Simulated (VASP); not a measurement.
# ZnBr3 (P4/mmm) in VASP: single point with PBE

Aim: the single point of ZnBr3 with PBE.

All numbers are computed with VASP 6.6.1; they aren't measurements. Logs are shortened: lines on timing, memory, paths and dates and some standing lists are left out, and cuts for length are marked.

### Step 1. The cell of the first run

The structure is tetragonal, space group P4/mmm (No. 123). The conventional cell has a = 4.833 Å, b = 4.833 Å, c = 8.090 Å, α = 90.00°, β = 90.00°, γ = 90.00°. Around Zn (site symmetry 4/mmm) lie 2 Br at 2.21 Å. Br (site symmetry 4mm) is surrounded by 1 Zn at 2.21 Å. Br (site symmetry 4/mmm) has 8 Br at 3.88 Å as nearest neighbours.

The cell was built by a generator and needn't be a form met in nature.

### Step 2. Single point, PBE (random cell by space group and Wyckoff sites (P4/mmm, No. 123))

Input file INCAR:

```
SYSTEM = ZnBr3
ALGO = Fast
EDIFF = 1E-7
ENCUT = 520
GGA = PE
ISIF = 2
ISMEAR = 0
LASPH = .True.
LCHARG = .False.
LREAL = .False.
LWAVE = .False.
NBANDS = 24
NELM = 100
PREC = Accurate
SIGMA = 0.1
```

Input file KPOINTS:

```
k-points
0
Gamma
  10 10 6
  0 0 0
```

Input file POSCAR:

```
ZnBr3
1.0
    4.8325238069      0.0000000000      0.0000000000
    0.0000000000      4.8325238069      0.0000000000
    0.0000000000      0.0000000000      8.0895829364
Zn Br
1 3
Direct
    0.0000000000      0.0000000000      0.0000000000
    0.0000000000      0.0000000000      0.2731066354
    0.0000000000      0.0000000000      0.7268933646
    0.5000000000      0.5000000000      0.5000000000
```

Potentials or basis: VASP PAW PBE potentials, release 64 (Zn, Br).

Started as:

```bash
cat potpaw_PBE.64/Zn/POTCAR potpaw_PBE.64/Br/POTCAR > POTCAR
mpirun -np 1 vasp_std > vasp.out
```

OUTCAR:

```text
SYSTEM = ZnBr3
   EDIFF = 1E-7
   ENCUT = 520
   GGA = PE
   ISIF = 2
   ISMEAR = 0
   LASPH = .True.
   LREAL = .False.
   NELM = 100
   PREC = Accurate

 ion  position               nearest neighbor table
   1  0.000  0.000  0.000-   2 2.21   3 2.21
   2  0.000  0.000  0.273-   1 2.21
   3  0.000  0.000  0.727-   1 2.21
   4  0.500  0.500  0.500-

  LATTYP: Found a simple tetragonal cell.
 ALAT       =     4.8325238069
 C/A-ratio  =     1.6739871876

  Lattice vectors:

 A1 = (   4.8325238069,   0.0000000000,   0.0000000000)
 A2 = (   0.0000000000,   4.8325238069,   0.0000000000)
 A3 = (   0.0000000000,   0.0000000000,   8.0895829364)

Analysis of symmetry for initial positions (statically):
=====================================================================
 Subroutine PRICEL returns:
 Original cell was already a primitive cell.

 Routine SETGRP: Setting up the symmetry group for a
 simple tetragonal supercell.

 Subroutine GETGRP returns: Found 16 space group operations
 (whereof 16 operations were pure point group operations)
 out of a pool of 16 trial point group operations.

The static configuration has the point symmetry D_4h.

Analysis of symmetry for dynamics (positions and initial velocities):
=====================================================================
 Subroutine PRICEL returns:
 Original cell was already a primitive cell.

 Routine SETGRP: Setting up the symmetry group for a
 simple tetragonal supercell.

 Subroutine GETGRP returns: Found 16 space group operations
 (whereof 16 operations were pure point group operations)
 out of a pool of 16 trial point group operations.

The dynamic configuration has the point symmetry D_4h.

 Subroutine INISYM returns: Found 16 space group operations
 (whereof 16 operations are pure point group operations),
 and found     1 'primitive' translations

----------------------------------------------------------------------------------------

                                     Primitive cell

  volume of cell :     188.9183

  direct lattice vectors                    reciprocal lattice vectors
     4.832523807  0.000000000  0.000000000     0.206931210  0.000000000  0.000000000
     0.000000000  4.832523807  0.000000000     0.000000000  0.206931210  0.000000000
     0.000000000  0.000000000  8.089582936     0.000000000  0.000000000  0.123615767

  length of vectors
     4.832523807  4.832523807  8.089582936     0.206931210  0.206931210  0.123615767

  position of ions in fractional coordinates (direct lattice)
     0.000000000  0.000000000  0.000000000
     0.000000000  0.000000000  0.273106635
     0.000000000  0.000000000  0.726893365
     0.500000000  0.500000000  0.500000000

  ion indices of the primitive-cell ions
   primitive index   ion index
                 1           1
                 2           2
                 3           3
                 4           4

----------------------------------------------------------------------------------------

 KPOINTS: k-points

Automatic generation of k-mesh.
 Grid dimensions read from file:
 generate k-points for:   10   10    6

 Generating k-lattice:

  Cartesian coordinates                     Fractional coordinates (reciprocal lattice)
     0.020693121  0.000000000  0.000000000     0.100000000  0.000000000  0.000000000
     0.000000000  0.020693121  0.000000000     0.000000000  0.100000000  0.000000000
     0.000000000  0.000000000  0.020602628     0.000000000  0.000000000  0.166666667

  Length of vectors
     0.020693121  0.020693121  0.020602628

  Shift w.r.t. Gamma in fractional coordinates (k-lattice)
     0.000000000  0.000000000  0.000000000

 Subroutine IBZKPT returns following result:
 ===========================================

 Found     84 irreducible k-points:

 Following reciprocal coordinates:
            Coordinates               Weight
  0.000000  0.000000  0.000000      1.000000
  0.100000  0.000000  0.000000      4.000000
  0.200000  0.000000  0.000000      4.000000
  0.300000  0.000000  0.000000      4.000000
  0.400000  0.000000  0.000000      4.000000
  0.500000  0.000000  0.000000      2.000000
[... 16 lines left out ...]
  0.100000  0.000000  0.166667      8.000000
  0.200000  0.000000  0.166667      8.000000
 [... further k-points ...]
   k-points           NKPTS =     84   k-points in BZ     NKDIM =     84   number of bands    NBANDS=     24
   number of dos      NEDOS =    301   number of ions     NIONS =      4
   total plane-waves  NPLWV =  77760
   dimension x,y,z NGX =    36 NGY =   36 NGZ =   60
   dimension x,y,z NGXF=    72 NGYF=   72 NGZF=  120
   ions per type =               1   3
   NGX,Y,Z   is equivalent  to a cutoff of  12.38, 12.38, 12.33 a.u.
   NGXF,Y,Z  is equivalent  to a cutoff of  24.77, 24.77, 24.66 a.u.
 SYSTEM =  ZnBr3
   PREC   = accura    normal or accurate (medium, high low for compatibility)
   ISTART =      0    job   : 0-new  1-cont  2-samecut
   ICHARG =      2    charge: 1-file 2-atom 10-const
   ISPIN  =      1    spin polarized calculation?
   LNONCOLLINEAR =      F non collinear calculations
   LSORBIT =      F    spin-orbit coupling
   LASPH  =      T    aspherical Exc in radial PAW
   ENCUT  =  520.0 eV  38.22 Ry    6.18 a.u.   8.99  8.99 15.04*2*pi/ulx,y,z
   NELM   =    100;   NELMIN=  2; NELMDL= -5     # of ELM steps
   EDIFF  = 0.1E-06   stopping-criterion for ELM
   LREAL  =      F    real-space projection
   EDIFFG = 0.1E-05   stopping-criterion for IOM
   NSW    =      0    number of steps for IOM
   IBRION =     -1    ionic relax: 0-MD 1-quasi-New 2-CG
   NFREE  =      0    steps in history (QN), initial steepest desc. (CG)
   ISIF   =      2    stress and relaxation
   ISYM   =      2    0-nonsym 1-usesym 2-fastsym
   POTIM  = 0.5000    time-step for ionic-motion
   TEBEG  =    0.0;   TEEND  =   0.0 temperature during run
   PSTRESS=    0.0 pullay stress
   NELECT =      33.0000    total number of electrons
   NUPDOWN=      -1.0000    fix difference up-down
   EMIN   =  10.00;   EMAX   =-10.00  energy-range for DOS
   EFERMI =   0.00;   METHOD = LEGACY
   ISMEAR =     0;   SIGMA  =   0.10  broadening in eV -4-tet -1-fermi 0-gaus
   EFERMI_NEDOS =   21; number of points for ismear=-14 and -15
   IALGO  =     68    algorithm
   IMIX   =      4    mixing-type and parameters
     AMIX     =   0.40;   BMIX     =  1.00
     AMIX_MAG =   1.60;   BMIX_MAG =  1.00
  volume/ion in A,a.u.               =      47.23       318.72
  Fermi-wavevector in a.u.,A,eV,Ry     =   0.915141  1.729366 11.394653  0.837483
  Thomas-Fermi vector in A             =   2.039849
   LORBIT       =      0    0 simple, 1 ext, 2 COOP (PROOUT), +10 PAW based schemes
   GGA     = PE    functional components
   LHFCALC =     F    Hartree Fock is set to
   AEXX    =    0.0000 exact exchange contribution
   IVDW    =     0    specifies the selected vdW correction
   LEPSILON=     F    determine dielectric tensor
   LRPA    =     F    only Hartree local field effects (RPA)
 non-spin polarized calculation
 RMM-DIIS sequential band-by-band and
 Gauss-broadening in eV      SIGMA  =   0.10
  energy-cutoff  :      520.00
  volume of cell :      188.92
 maximum number of plane-waves:      5136
 NGX is ok and might be reduce to    36
   NGX = 17   NGY = 17   NGZ = 31

 number of electron      33.0000017 magnetization

 Free energy of the ion-electron system (eV)
  ---------------------------------------------------
  ext. energy  EPLUGINS =         0.00000000
  ---------------------------------------------------
  free energy    TOTEN  =        -6.60508225 eV

  energy without entropy =       -6.54520259  energy(sigma->0) =       -6.57514242

 E-fermi :  -2.5692     XC(G=0):  -6.2838

 val. band max:       -2.5732045252   @ k =   0.0000   0.0000   0.0000
 cond. band min:      -2.5686531546   @ k =   0.4000   0.1000   0.1667
 fundamental gap:      0.0045513706
 Fermi energy:        -2.5691849040

 k-point     1 :       0.0000    0.0000    0.0000
  band No.  band energies     occupation
      1     -16.6278      2.00000
      2     -16.2730      2.00000
      3     -15.0786      2.00000
      4      -9.3762      2.00000
      5      -9.0891      2.00000
      6      -9.0891      2.00000
[... 16 lines left out ...]
     23       4.9685      0.00000
     24       5.7297      0.00000

 k-point     2 :       0.1000    0.0000    0.0000
  band No.  band energies     occupation
      1     -16.6250      2.00000
      2     -16.2716      2.00000
      3     -15.0792      2.00000
      4      -9.3766      2.00000
      5      -9.0898      2.00000
      6      -9.0890      2.00000
[... 16 lines left out ...]
     23       5.0143      0.00000
     24       5.9342      0.00000

 k-point     3 :       0.2000    0.0000    0.0000
  band No.  band energies     occupation
      1     -16.6175      2.00000
      2     -16.2679      2.00000
      3     -15.0808      2.00000
      4      -9.3778      2.00000
      5      -9.0919      2.00000
      6      -9.0888      2.00000
[... 16 lines left out ...]
     23       5.2250      0.00000
     24       6.4332      0.00000

 k-point     4 :       0.3000    0.0000    0.0000
  band No.  band energies     occupation
      1     -16.6081      2.00000
      2     -16.2634      2.00000
      3     -15.0828      2.00000
      4      -9.3792      2.00000
      5      -9.0944      2.00000
      6      -9.0886      2.00000
[... 16 lines left out ...]
     23       5.5162      0.00000
     24       7.0141      0.00000

 k-point     5 :       0.4000    0.0000    0.0000
  band No.  band energies     occupation
      1     -16.6005      2.00000
      2     -16.2597      2.00000
      3     -15.0845      2.00000
      4      -9.3804      2.00000
      5      -9.0965      2.00000
      6      -9.0885      2.00000
[... 16 lines left out ...]
     23       5.6254      0.00000
     24       6.9362      0.00000

 k-point     6 :       0.5000    0.0000    0.0000
  band No.  band energies     occupation
      1     -16.5976      2.00000
      2     -16.2583      2.00000
      3     -15.0852      2.00000
      4      -9.3809      2.00000
      5      -9.0973      2.00000
      6      -9.0884      2.00000
[... 16 lines left out ...]
     23       5.5699      0.00000
     24       7.0213      0.00000
[... 379 lines left out ...]
 k-point    21 :       0.5000    0.5000    0.0000
  band No.  band energies     occupation
      1     -16.5819      2.00000
      2     -16.2447      2.00000
      3     -15.0662      2.00000
      4      -9.3723      2.00000
      5      -9.0961      2.00000
      6      -9.0961      2.00000
[... 16 lines left out ...]
     23       7.7652      0.00000
     24       7.9132      0.00000

 k-point    22 :       0.0000    0.0000    0.1667
  band No.  band energies     occupation
      1     -16.6104      2.00000
      2     -16.2948      2.00000
      3     -15.0767      2.00000
      4      -9.3570      2.00000
      5      -9.0892      2.00000
      6      -9.0892      2.00000
[... 16 lines left out ...]
     23       4.8447      0.00000
     24       6.0585      0.00000

 k-point    23 :       0.1000    0.0000    0.1667
  band No.  band energies     occupation
      1     -16.6077      2.00000
      2     -16.2932      2.00000
      3     -15.0774      2.00000
      4      -9.3572      2.00000
      5      -9.0900      2.00000
      6      -9.0892      2.00000
[... 16 lines left out ...]
     23       5.0039      0.00000
     24       6.1579      0.00000

 k-point    24 :       0.2000    0.0000    0.1667
  band No.  band energies     occupation
      1     -16.6007      2.00000
      2     -16.2887      2.00000
      3     -15.0795      2.00000
      4      -9.3578      2.00000
      5      -9.0920      2.00000
      6      -9.0890      2.00000
[... 16 lines left out ...]
     23       5.3539      0.00000
     24       6.4452      0.00000

 [... further k-points ...]
[... 5 lines left out ...]
  --------------------------------------------------------------------------------------
  -------------------------------------------------------------------------------------
  Total        0.0090882      0.0090882      0.2690180      0.0000000      0.0000000     -0.0000000
  in kB        0.0770750      0.0770750      2.2814856      0.0000000      0.0000000     -0.0000000
  external PRESSURE =       0.8118785 kB  Pullay stress =       0.0000000 kB

 VOLUME and BASIS-vectors are now :
 -----------------------------------------------------------------------------
  energy-cutoff  :      520.00
  volume of cell :      188.92
      direct lattice vectors                 reciprocal lattice vectors
     4.832523807  0.000000000  0.000000000     0.206931210  0.000000000  0.000000000
     0.000000000  4.832523807  0.000000000     0.000000000  0.206931210  0.000000000
     0.000000000  0.000000000  8.089582936     0.000000000  0.000000000  0.123615767

 POSITION                                       TOTAL-FORCE (eV/Angst)
 -----------------------------------------------------------------------------------
      0.00000      0.00000      0.00000         0.000000     -0.000000      0.000000
      0.00000      0.00000      2.20932         0.000000      0.000000      0.058736
      0.00000      0.00000      5.88026         0.000000     -0.000000     -0.058736
      2.41626      2.41626      4.04479         0.000000     -0.000000      0.000000
 -----------------------------------------------------------------------------------
    total drift:                                0.000000      0.000000      0.000000

  FREE ENERGIE OF THE ION-ELECTRON SYSTEM (eV)
  ---------------------------------------------------
  free  energy   TOTEN  =        -6.6050822516 eV

  energy  without entropy=       -6.5452025882  energy(sigma->0) =       -6.57514242
```

Run time: 5.2 min. Hardware: 1 thread of Intel Xeon Platinum 8488C (Sapphire Rapids), shared host; peak memory 0.5 GiB.

Results:

- Free energy: -6.6051 eV
- Pressure: 0.1 GPa
- Largest force: 0.059 eV/Å
- Band gap on the k mesh: none (metal or under the smearing width)

Forces in eV/Å, atoms in the order of the input:
```
Zn   0.000  0.000  0.000
Br   0.000  0.000  0.059
Br   0.000  0.000 -0.059
Br   0.000  0.000  0.000
```

Caveat: an odd number of electrons without spin polarisation forces a metal; a magnetic or distorted state may lie lower.
